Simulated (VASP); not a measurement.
The input files of a VASP run:

File KPOINTS:
```
Automatic mesh
0
Gamma
6 6 6
0 0 0
```

### INCAR
```
ALGO = Normal
EDIFF = 1E-6
ENCUT = 400
GGA = PE
ISIF = 2
ISMEAR = -1
LASPH = T
LCHARG = F
LREAL = F
LWAVE = F
NELM = 100
PREC = Accurate
SIGMA = 0.02
SYSTEM = KMgF3
```

### POSCAR
```
KMgF3
1.0
  4.0023410000   0.0000000000   0.0000000000
  0.0000000000   4.0023410000   0.0000000000
  0.0000000000   0.0000000000   4.0023410000
K Mg F
1 1 3
Cartesian
  2.0011705000   2.0011705000   2.0011705000
  0.0000000000   0.0000000000   0.0000000000
  0.0000000000   2.0011705000   0.0000000000
  2.0011705000   0.0000000000   0.0000000000
  0.0000000000   0.0000000000   2.0011705000
```

POTCAR, in this order: K_sv Mg F (PBE.64 set). Program: vasp_std.

Task: Translate this PBE calculation to Ansatz.

Result: One equivalent input (not run):
Ansatz 0.2 input:
```yaml
crystal:
  lattice:
    - [4.0023410, 0.0000000, 0.0000000]
    - [0.0000000, 4.0023410, 0.0000000]
    - [0.0000000, 0.0000000, 4.0023410]
  atoms:
    - { symbol: K, position: [0.5000000, 0.5000000, 0.5000000] }
    - { symbol: Mg, position: [0.0000000, 0.0000000, 0.0000000] }
    - { symbol: F, position: [0.0000000, 0.5000000, 0.0000000] }
    - { symbol: F, position: [0.5000000, 0.0000000, 0.0000000] }
    - { symbol: F, position: [0.0000000, 0.0000000, 0.5000000] }
kpoints:
  mp_grid: { grid: [6, 6, 6] }
hamiltonian:
  xc: pbe
  pseudopotentials: { kind: paw }
scf:
  occupations: { method: fermi_dirac, width: 0.02 }
  max_iter: 100
output: { forces: true, stress: true, eigenvalues: true }
```
Limits of the translation: each code has its own PAW files, so the cut-off isn't converted (ENCUT is set for VASP's; basis.ecutwfc is left out, and Ansatz then takes the one that its files recommend); Ansatz stops its SCF on the density residual and VASP on the energy change (EDIFF).

The structure comes from a computed database's KMgF3 entry; how it stands against other phases isn't given here. The cell was not relaxed at this level. The run is one of a series of settings (KPOINTS 6×6×6 Γ-centred mesh against the base run), some of them coarse on purpose.
